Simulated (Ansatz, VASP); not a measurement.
## ZnB2S4 in two plane-wave programs

Aim: how closely do two programs agree when they are given the same cell, functional and k mesh? The cell is generated by rule, not measured, and may not be a known phase. The cell is taken from a series of runs on this material, whose earlier steps may have relaxed, scaled, displaced or heated it; both programs get it as it stands.

Method: plane waves, with VASP 6.6.1 beside it; relaxation of cell and atoms at LDA, in Ansatz 0.2.0.

The structure was built from a prototype and need not be the compound's stable phase.

**1. The structure**

The structure is tetragonal, space group I-4 (No. 82). The conventional cell has a = 4.924 Å, b = 4.924 Å, c = 8.589 Å, α = 90.00°, β = 90.00°, γ = 90.00°. Nearest to Zn lie 4 S at 2.28 Å. B has 4 S at 1.92 Å nearest. S has 2 B at 1.92 Å and 1 Zn at 2.28 Å nearest. Farther neighbours and most contacts between anions are not listed.

**2. Ansatz: relaxation of cell and atoms, LDA, pair 1**

Ansatz runs on its default PAW (the set named soft_2) files.

The relaxed volume is the usual yardstick between codes: in a stiff, nearly cubic crystal its relative difference is about their pressure difference at one cell divided by the bulk modulus.

Contents of input.yaml:

```yaml
crystal:
  lattice:
    - [-2.4622124214, 2.4622124214, 4.2947311432]
    - [2.4622124214, -2.4622124214, 4.2947311432]
    - [2.4622124214, 2.4622124214, -4.2947311432]
  atoms:
    - { symbol: Zn, position: [0.25, 0.75, 0.5] }
    - { symbol: B, position: [0.0, 0.0, 0.0] }
    - { symbol: B, position: [0.75, 0.25, 0.5] }
    - { symbol: S, position: [0.3800840895, 0.3179034104, 0.4684729424] }
    - { symbol: S, position: [0.6820965896, 0.1505695321, 0.0621806792] }
    - { symbol: S, position: [0.8494304679, 0.9116111471, 0.5315270576] }
    - { symbol: S, position: [0.0883888529, 0.6199159105, 0.9378193208] }
kpoints:
  mp_grid: { grid: [8, 8, 8] }
hamiltonian:
  xc: lda
scf:
  occupations: { method: fixed }
output:
  forces: true
  stress: true
  eigenvalues: true
relax:
  adjacent_minimum: "off"
  f_tol: 0.001
  max_steps: 60
  cell: { stress_tol: 0.01 }
```

The run is started by

```bash
$ ansatz run input.yaml --threads 8 --pin off --max-ram 14336MiB --backend cpu --events-out ev --progress --plain --runs-dir out
```

Numbers of over 12 decimals in the logs are rounded to 6 here.

The log of the run:

```text
Engine: ansatz 0.2.0, x86_64-unknown-linux-gnu
Pseudopotentials: kind: paw
Pseudopotential: Zn, paw, valence charge 12, recommended cutoff 420 eV (normal), Zn.paw.azcp
Pseudopotential: B, paw, valence charge 3, recommended cutoff 420 eV (normal), B.paw.azcp
Pseudopotential: S, paw, valence charge 6, recommended cutoff 420 eV (normal), S.paw.azcp
Functional definition: SPW92
  exchange = slater_x
  correlation = pw_c
Crystal: 7 atoms, lattice volume = 104.147 Å³
Basis set: ecut = 420 eV, 2019 PW (Γ)
Bands: 28, of which v1, the nominal top of the filled ones, is band 21 counted from 1 (20 counted from 0)
Symmetry: 4 space group operations
Space group: I-4 (ITA 82), of the structure as read, at distance tolerance 4.7e-5 Å
k-points: 78 of 512 (time reversal used)
Non-local potential: Zn, projectors of the file, l = 0: 2, l = 1: 2, l = 2: 3, l = 3: 1
Non-local potential: B, projectors of the file, l = 0: 2, l = 1: 2, l = 2: 1
Non-local potential: S, projectors of the file, l = 0: 2, l = 1: 2, l = 2: 2
PAW form: soft (Blöchl's): semilocal exchange-correlation on the pseudo side does not see the compensation charge
PAW frozen core: Zn, regenerated for the run's functional, and the local potential with it (the file was generated under x = pbe(κ = 0.804, μ = 0.219515), c = pbe(β = 0.066725))
PAW frozen core: B, regenerated for the run's functional, and the local potential with it (the file was generated under x = pbe(κ = 0.804, μ = 0.219515), c = pbe(β = 0.066725))
PAW frozen core: S, regenerated for the run's functional, and the local potential with it (the file was generated under x = pbe(κ = 0.804, μ = 0.219515), c = pbe(β = 0.066725))
PAW one-centre angular grid: Zn, 590 points (default); XC on 64 Gauss nodes
PAW one-centre angular grid: B, 110 points (default); XC on 64 Gauss nodes
PAW one-centre angular grid: S, 110 points (default); XC on 64 Gauss nodes
Initial density: superposition of atomic densities (neutral atoms: chi_scale 0, normalization atom), corrected by the library's trained network
Initial wavefunctions: pseudopotential atomic-orbital guess
Functional: x = slater, c = lda
SCF iter   1: F=—  HF=-7027.763880 eV  |F-HF|=—  |Δ(HF+E_count)|=         —  Δρ=5.69e-3  dr2=2.11e-2  ethr=1.77e-3  ⟨swp⟩=4.2  Hψ=9015  notcnv=0  defer=317
preconditioner: auto → Resta (q_TF=auto, 2.345 Å⁻¹)  ε∞=5.5  [insulator: Δε(μ)=2.602 eV  Ē_g=11.093 eV  n_scr=22 (ndim 8)  ℏωp=23.6 eV  f_vac=0.000  ε∞_Penn≈5.5]
SCF iter   2: F=—  HF=-7027.759431 eV  |F-HF|=—  |Δ(HF+E_count)|=   4.45e-3  Δρ=3.05e-3  dr2=7.43e-3  ethr=5.01e-5  ⟨swp⟩=2.9  Hψ=4592  notcnv=0  defer=389
SCF iter   3: F=—  HF=-7027.758730 eV  |F-HF|=—  |Δ(HF+E_count)|=   7.02e-4  Δρ=2.09e-3  dr2=2.50e-3  ethr=1.77e-5  ⟨swp⟩=2.4  Hψ=3532  notcnv=0  defer=389
SCF iter   4: F=—  HF=-7027.757280 eV  |F-HF|=—  |Δ(HF+E_count)|=   1.45e-3  Δρ=3.03e-4  dr2=1.07e-4  ethr=5.96e-6  ⟨swp⟩=2.0  Hψ=3716  notcnv=0  defer=389
SCF iter   5: F=—  HF=-7027.757286 eV  |F-HF|=—  |Δ(HF+E_count)|=   5.61e-6  Δρ=2.17e-4  dr2=6.67e-5  ethr=2.55e-7  ⟨swp⟩=2.0  Hψ=4035  notcnv=0  defer=259
SCF iter   6: F=—  HF=-7027.757265 eV  |F-HF|=—  |Δ(HF+E_count)|=   2.05e-5  Δρ=5.68e-5  dr2=4.11e-6  ethr=1.59e-7  ⟨swp⟩=2.1  Hψ=3450  notcnv=0  defer=145
SCF iter   7: F=-7027.757265 eV  HF=-7027.757265 eV  |F-HF|=8.73e-9  |Δ(HF+E_count)|=   5.18e-7  Δρ=7.74e-6  dr2=4.73e-8  ethr=2.38e-10  ⟨swp⟩=10.3  Hψ=14084  notcnv=0
SCF 1 converged in 7 iterations: F = -7027.757265 eV  dr2 = 4.73e-8
  greatest PAW one-centre occupation: 0.983 electrons in one spin orbital (limit 2), on the Zn atom at site 0 (counted from 0), in its partial waves of l = 2
relax step   1: F+E_penalty+E_count = -7027.75726493 eV  Δ(F+E_penalty+E_count) = +0.000e0 eV  max|allowed force component| = 6.059e-4 eV/Å  Δτ_max = 0.0000 Å  P = +0.003 GPa  Ω = 104.147 Å³  (7 SCF iters, dr2 threshold 1.00e-7 eV, accepted)
Initial density: handed on by an earlier stage of this run
Initial wavefunctions: pseudopotential atomic-orbital guess (no wavefunctions were taken with the density)
iter 1 solved again at ethr=3.58e-7 eV; its pass at ethr=3.10e-3 eV (dr2=1.51e-4 eV) is discarded
SCF iter   1: F=—  HF=-7027.757265 eV  |F-HF|=—  |Δ(HF+E_count)|=         —  Δρ=7.86e-6  dr2=4.83e-8  ethr=3.58e-7  ⟨swp⟩=3.0  Hψ=14765  notcnv=0  defer=388
eigensolver tolerance schedule: the retry pair's looser diagonalisation over-reported the residual by 3114.14 of it (diagonalisation noise at 0.56 of the residual, at the tolerance the schedule requests for it); recorded, not acted on — ethr = c·dr2/N_el stays at c = 1.0e-1
preconditioner: auto → Resta (q_TF=auto, 2.345 Å⁻¹)  ε∞=5.5  [insulator: Δε(μ)=2.632 eV  Ē_g=11.092 eV  n_scr=22 (ndim 8)  ℏωp=23.6 eV  f_vac=0.000  ε∞_Penn≈5.5]
SCF iter   2: F=—  HF=-7027.757265 eV  |F-HF|=—  |Δ(HF+E_count)|=   3.13e-8  Δρ=4.14e-6  dr2=1.53e-8  ethr=1.15e-10  ⟨swp⟩=2.0  Hψ=3622  notcnv=0  defer=361
SCF iter   3: F=—  HF=-7027.757265 eV  |F-HF|=—  |Δ(HF+E_count)|=   8.01e-9  Δρ=2.27e-6  dr2=3.41e-9  ethr=3.64e-11  ⟨swp⟩=2.9  Hψ=3622  notcnv=0  defer=361
SCF iter   4: F=—  HF=-7027.757265 eV  |F-HF|=—  |Δ(HF+E_count)|=  6.44e-10  Δρ=9.93e-7  dr2=6.91e-10  ethr=8.12e-12  ⟨swp⟩=2.0  Hψ=3279  notcnv=0  defer=361
SCF iter   5: F=—  HF=-7027.757265 eV  |F-HF|=—  |Δ(HF+E_count)|=  1.50e-10  Δρ=3.22e-7  dr2=8.95e-11  ethr=1.64e-12  ⟨swp⟩=2.2  Hψ=3013  notcnv=0  defer=361
SCF iter   6: F=—  HF=-7027.757265 eV  |F-HF|=—  |Δ(HF+E_count)|=  1.91e-11  Δρ=6.10e-8  dr2=3.92e-12  ethr=1.00e-12  ⟨swp⟩=1.0  Hψ=2045  notcnv=0  defer=361
SCF iter   7: F=-7027.757265 eV  HF=-7027.757265 eV  |F-HF|=0.00e0  |Δ(HF+E_count)|=    0.00e0  Δρ=1.64e-8  dr2=2.23e-13  ethr=1.00e-12  ⟨swp⟩=11.6  Hψ=13432  notcnv=0
SCF 2 converged in 7 iterations: F = -7027.757265 eV  dr2 = 2.23e-13
relax step   2: F+E_penalty+E_count = -7027.75726493 eV  Δ(F+E_penalty+E_count) = -7.589e-9 eV  max|allowed force component| = 6.417e-4 eV/Å  Δτ_max = 0.0000 Å  P = +0.003 GPa  Ω = 104.147 Å³  stress off target by 4.14e-3 GPa  SCF on the basis re-selected at this cell (its energy is not comparable with the rows above)  (7 SCF iters)
basis re-selected at this cell: Δ(F+E_penalty+E_count) = -7.589e-9 eV, ΔP = -0.000 GPa vs the last step (what re-selecting the basis moved, of the pressure what is left beyond the Pulay correction that the steps carried, after the strain that the cell walked since its last selection, with what the two solves' SCF thresholds leave and, on support functions, any second-order correction that the steps lacked; it is no m [...]
SCF converged after 7 iterations
Free energy (F): -7027.757265 eV
Harris-Foulkes:  -7027.757265 eV  (|F-HF|=0.00e0)
Internal energy: -7027.757265 eV  (E = F + TS)
E sigma→0 (E₀):  -7027.757265 eV
Fermi energy:    6.819035 eV
--- Per-component energies (eV) ---
  E_band       = 32.918371
  E_kinetic    = 662.668777
  E_local      = -2476.074085  (includes V_loc(G=0)·N_el)
  E_nonlocal   = 757.689857
  E_hartree    = 998.559057
  E_xc         = -587.156724
  E_vxc        = -484.023158  (∫ρ·V_xc dr)
  E_paw        = -4175.604271  (= ΣΔE_a)
  E_vpaw       = -424.460759  (= ΣTr[D̂ρ^β])
  E_aug_tail   = -0.000367  (compensation charges beyond the density's cutoff)
  E_ewald      = -2210.101110
  E_core_change = 2.261600  (= ΣΔE_core)
  E_smearing   = -0.000000  (= −TS)
  E_closure    = 0.000000  (closes the sum)
  Σ components = -7027.757265   (vs F -7027.757265, Δ=0.00e0)
--- Forces (eV/Å), atoms counted from 1 ---
  atom   1  Zn     0.00000000    -0.00000000     0.00000000
  atom   2  B     -0.00000000    -0.00000000     0.00000000
  atom   3  B      0.00000000    -0.00000000     0.00000000
  atom   4  S     -0.00001102     0.00053302    -0.00064165
  atom   5  S      0.00053302     0.00001102     0.00064165
  atom   6  S      0.00001102    -0.00053302    -0.00064165
  atom   7  S     -0.00053302    -0.00001102     0.00064165
  max |Σ_I F_I| component: 8.33e-17 eV/Å
--- Stress (GPa, compression-positive) ---
        0.004142       0.000000      -0.000000
       -0.000000       0.004142      -0.000000
       -0.000000      -0.000000       0.001651
  P = ⅓ Tr σ = 0.0033 GPa (0.033 kbar)
--- Band table (eV; the first three rows and the last of 78) ---
  k-point 0: bands = [... 17 lower, 4.5229, 6.7582, 6.8190, 6.8190, 9.4510, 10.0023, 11.6080, 11.6080, ... 3 higher]
  k-point 1: bands = [... 17 lower, 4.7283, 6.1681, 6.4956, 6.7367, 9.6443, 10.7085, 11.6527, 11.6844, ... 3 higher]
  k-point 2: bands = [... 17 lower, 5.0192, 5.6613, 5.8862, 6.4900, 10.0998, 11.5170, 11.7348, 12.1733, ... 3 higher]
  k-point 77: bands = [... 17 lower, 4.5836, 5.0327, 6.1262, 6.1262, 9.9842, 10.2269, 10.3494, 10.3494, ... 3 higher]
--- Relaxed structure (1 steps of the walk, 1 accepted, 1 SCFs on fresh bases) ---
  F+E_penalty+E_count = -7027.75726493 eV   max|allowed force component| = 6.417e-4 eV/Å   (the final SCF, on the basis selected at the relaxed cell)
  cell:  # Å, volume = 104.1471 Å³
    - [-2.4622124214, 2.4622124214, 4.2947311432]
    - [2.4622124214, -2.4622124214, 4.2947311432]
    - [2.4622124214, 2.4622124214, -4.2947311432]
  atoms:
    - { symbol: Zn, position: [0.250000, 0.75, 0.5] }
    - { symbol: B, position: [-4.807662204896169e-17, 1.883414059655042e-17, 0.0] }
    - { symbol: B, position: [0.75, 0.250000, 0.5] }
    - { symbol: S, position: [0.380084, 0.31790341035, 0.468473] }
    - { symbol: S, position: [0.68209658965, 0.150569532075, 0.062181] }
    - { symbol: S, position: [0.849430467925, 0.911611, 0.531527057575] }
    - { symbol: S, position: [0.088389, 0.619915910475, 0.937819320825] }
```

(Part 1 of 2 ends here.)

[Lines on the potential files, build, host, timing and source positions are cut from VASP's logs without a mark.]

[Logs are printed without paths, hosts, clocks, repeated set-up lines and the standing remarks that a program may print on its own settings, such as how far it seeks lower states.]

[Hosts, paths, dates, database ids (printed as entryN), source tags and the programs' standing remarks are cut or masked in the printed files.]
